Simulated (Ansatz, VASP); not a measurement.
## Al3Rh2: VASP beside Ansatz

```
Al Rh
1.0
     4.13417    0.00000    0.00000
    -2.06708    3.58029    0.00000
     0.00000    0.00000    5.27296
Al Rh
3 2
Direct
  0.00000 0.00000 0.73938
  0.00000 0.00000 0.26062
  0.66667 0.33333 0.00000
  0.66667 0.33333 0.50000
  0.33333 0.66667 0.00000
```

Change from the starting cell: species swapped into the Fe3Ge2 type (P-6m2, No. 187).

Alike in both runs: functional PBE; k mesh 6 × 6 × 4; occupations gaussian, width 0.1 eV; no spin polarisation.

Ansatz relaxed the structure, and its values are those at the end. VASP's run is a single point on that final structure, the one shown.

|  | VASP | Ansatz |
| --- | --- | --- |
| version | VASP 6.6.1 | Ansatz 0.2.0 |
| potentials or method | VASP PAW PBE potentials, release 64 (Al, Rh_pv) | scalar-relativistic, plane waves, PAW |
| plane-wave cutoff (eV) | 520 | 420 |
| valence electrons in the cell | 39 | 43 |

```tsv
	VASP	Ansatz	Ansatz less VASP
gap on the k mesh at the Fermi level (eV)	none	none	-
pressure (GPa)	0.1	0.1	+0.02
rms of the force components (eV/Å)	0.005	0.005	+0.0007
```

A gap of «none» marks a metal or a gap that the smearing closes. The functional is the same, so the differences come from potentials, cutoffs and numerics. The two sets of potentials don't hold the same shells in valence.
